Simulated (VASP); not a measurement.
Output of a VASP run:

OUTCAR:
```
 ion  position               nearest neighbor table
   1  0.000  0.000  0.000-
  LATTYP: Found a face centered cubic cell.
 ALAT       =     5.4764960000
 Subroutine PRICEL returns:
 Original cell was already a primitive cell.
 Subroutine GETGRP returns: Found 48 space group operations
The static configuration has the point symmetry O_h .
The dynamic configuration has the point symmetry O_h .
 Subroutine INISYM returns: Found 48 space group operations
 Subroutine IBZKPT returns following result:
 Found     29 irreducible k-points:

 Following reciprocal coordinates:
            Coordinates               Weight
  0.000000  0.000000  0.000000      1.000000
  0.125000  0.000000  0.000000      8.000000
  0.250000  0.000000  0.000000      8.000000
  0.375000  0.000000  0.000000      8.000000
  0.500000  0.000000  0.000000      4.000000
  0.125000  0.125000  0.000000      6.000000
  0.250000  0.125000  0.000000     24.000000
  0.375000  0.125000  0.000000     24.000000
  0.500000  0.125000  0.000000     24.000000
 -0.375000  0.125000  0.000000     24.000000
 -0.250000  0.125000  0.000000     24.000000
 -0.125000  0.125000  0.000000     12.000000
  0.250000  0.250000  0.000000      6.000000
  0.375000  0.250000  0.000000     24.000000
  0.500000  0.250000  0.000000     24.000000
 -0.375000  0.250000  0.000000     24.000000
 -0.250000  0.250000  0.000000     12.000000
  0.375000  0.375000  0.000000      6.000000
  0.500000  0.375000  0.000000     24.000000
 -0.375000  0.375000  0.000000     12.000000
  0.500000  0.500000  0.000000      3.000000
  0.375000  0.250000  0.125000     24.000000
  0.500000  0.250000  0.125000     48.000000
 -0.375000  0.250000  0.125000     24.000000
  0.500000  0.375000  0.125000     24.000000
 -0.375000  0.375000  0.125000     48.000000
 -0.250000  0.375000  0.125000     24.000000
 -0.375000  0.500000  0.125000     12.000000
 -0.250000  0.500000  0.250000      6.000000
   k-points           NKPTS =     29   k-points in BZ     NKDIM =     29   number of bands    NBANDS=      8
   number of dos      NEDOS =    301   number of ions     NIONS =      1
   total plane-waves  NPLWV =  13824
   dimension x,y,z NGX =    24 NGY =   24 NGZ =   24
   dimension x,y,z NGXF=    48 NGYF=   48 NGZF=   48
   ions per type =               1
   PREC   = accura    normal or accurate (medium, high low for compatibility)
   ISTART =      0    job   : 0-new  1-cont  2-samecut
   ICHARG =      2    charge: 1-file 2-atom 10-const
   ISPIN  =      1    spin polarized calculation?
   LNONCOLLINEAR =      F non collinear calculations
   LSORBIT =      F    spin-orbit coupling
   INIWAV =      1    electr: 0-lowe 1-rand  2-diag
   ENCUT  =  300.0 eV  22.05 Ry    4.70 a.u.   5.47  5.47  5.47*2*pi/ulx,y,z
   NELM   =    100;   NELMIN=  2; NELMDL= -5     # of ELM steps
   EDIFF  = 0.1E-05   stopping-criterion for ELM
   LREAL  =      F    real-space projection
   NLSPLINE    = F    spline interpolate recip. space projectors
   LMAXMIX     =    6 max onsite mixed and CHGCAR
   VOSKOWN=      0    Vosko Wilk Nusair interpolation
   EDIFFG = 0.1E-04   stopping-criterion for IOM
   NSW    =      0    number of steps for IOM
   NBLOCK =      1;   KBLOCK =      1    inner block; outer block
   IBRION =     -1    ionic relax: 0-MD 1-quasi-New 2-CG
   NFREE  =      0    steps in history (QN), initial steepest desc. (CG)
   ISIF   =      2    stress and relaxation
   ISYM   =      2    0-nonsym 1-usesym 2-fastsym
   TEIN   =    0.0    initial temperature
   TEBEG  =    0.0;   TEEND  =   0.0 temperature during run
   SMASS  =  -3.00    Nose mass-parameter (am)
   PSTRESS=    0.0 pullay stress
   NELECT =       8.0000    total number of electrons
   EFERMI =   0.00;   METHOD = LEGACY
   ISMEAR =    -1;   SIGMA  =   0.10  broadening in eV -4-tet -1-fermi 0-gaus
   IALGO  =     38    algorithm
   LDIAG  =      T    sub-space diagonalisation (order eigenvalues)
...
```

File OSZICAR:
```
       N       E                     dE             d eps       ncg     rms          rms(c)
DAV:   1     0.857047055246E+00    0.85705E+00   -0.35259E+03   512   0.580E+02
DAV:   2    -0.145533382533E+01   -0.23124E+01   -0.22495E+01   600   0.351E+01
DAV:   3    -0.146960877173E+01   -0.14275E-01   -0.14230E-01   616   0.302E+00
DAV:   4    -0.146964746422E+01   -0.38692E-04   -0.38692E-04   664   0.134E-01
DAV:   5    -0.146964756994E+01   -0.10572E-06   -0.10575E-06   592   0.412E-03    0.767E+00
DAV:   6    -0.147805536628E+01   -0.84078E-02   -0.11733E-03   560   0.317E-01    0.460E+00
DAV:   7    -0.148288131515E+01   -0.48259E-02   -0.25265E-03   560   0.490E-01    0.526E-02
DAV:   8    -0.148289377801E+01   -0.12463E-04   -0.59003E-05   576   0.739E-02    0.148E-02
DAV:   9    -0.148289665578E+01   -0.28778E-05   -0.61876E-06   576   0.246E-02    0.344E-03
DAV:  10    -0.148289551641E+01    0.11394E-05   -0.24534E-06   480   0.124E-02    0.243E-03
DAV:  11    -0.148289555162E+01   -0.35213E-07   -0.77500E-08   264   0.252E-03
   1 F= -.14828956E+01 E0= -.14709032E+01  d E =-.239847E-01
```

File OUTCAR:
```
------------------------ aborting loop because EDIFF is reached ----------------------------------------
  FORCE on cell =-STRESS in cart. coord.  units (eV):
  Direction    XX          YY          ZZ          XY          YZ          ZX
  --------------------------------------------------------------------------------------
  Total       -0.0829657     -0.0829657     -0.0829657     -0.0000000     -0.0000000      0.0000000
  in kB       -3.2371362     -3.2371362     -3.2371362     -0.0000000     -0.0000000      0.0000000
  external PRESSURE =      -3.2371362 kB  Pullay stress =       0.0000000 kB
  volume of cell :       41.06
      direct lattice vectors                 reciprocal lattice vectors
     0.000000000  2.738248000  2.738248000    -0.182598508  0.182598508  0.182598508
     2.738248000  0.000000000  2.738248000     0.182598508 -0.182598508  0.182598508
     2.738248000  2.738248000  0.000000000     0.182598508  0.182598508 -0.182598508
 POSITION                                       TOTAL-FORCE (eV/Angst)
 -----------------------------------------------------------------------------------
      0.00000      0.00000      0.00000         0.000000      0.000000      0.000000
 -----------------------------------------------------------------------------------
    total drift:                               -0.000000      0.000000      0.000000
  FREE ENERGIE OF THE ION-ELECTRON SYSTEM (eV)
  ---------------------------------------------------
  free  energy   TOTEN  =        -1.4828955516 eV

  energy  without entropy=       -1.4589108801  energy(sigma->0) =       -1.47090322
```
(Selected blocks of OUTCAR.)

File POSCAR:
```
Yb
1
    0.0000000000     2.7382480000     2.7382480000
    2.7382480000     0.0000000000     2.7382480000
    2.7382480000     2.7382480000     0.0000000000
Yb
1
Direct
  0.0000000000   0.0000000000   0.0000000000
```

Task: Reconstruct the remaining input files.

Result: Several could match; the one computed here: the input of the run itself, PBE GGA, plane waves, VASP's PBE PAW potentials (set 64).

KPOINTS:
```
Regular mesh
0
Gamma
8 8 8
0 0 0
```

**INCAR**
```
! general
SYSTEM   =  Yb
PREC     =  Accurate
ENCUT    =  300
LREAL    =  .FALSE.
LASPH    =  .TRUE.

! electronic loop
EDIFF    =  1E-6
NELM     =  100
ALGO     =  Normal
LMAXMIX  =  6

! smearing
ISMEAR   =  -1
SIGMA    =  0.1

! functional
GGA      =  PE

! ions
ISIF     =  2

! output
LWAVE    =  .FALSE.
LCHARG   =  .FALSE.
```

POTCAR, in this order: Yb_2 (PBE.64 set). Program: vasp_std.

The 4f electrons are frozen in the core of the lanthanide potential, so 4f levels, which can set the real gap, and their magnetism are missing. At this cut-off the stress carries a Pulay error, which pulls relaxed volumes low.

The structure comes from a computed database's Yb entry; how it stands against other phases isn't given here. The cell was not relaxed at this level.
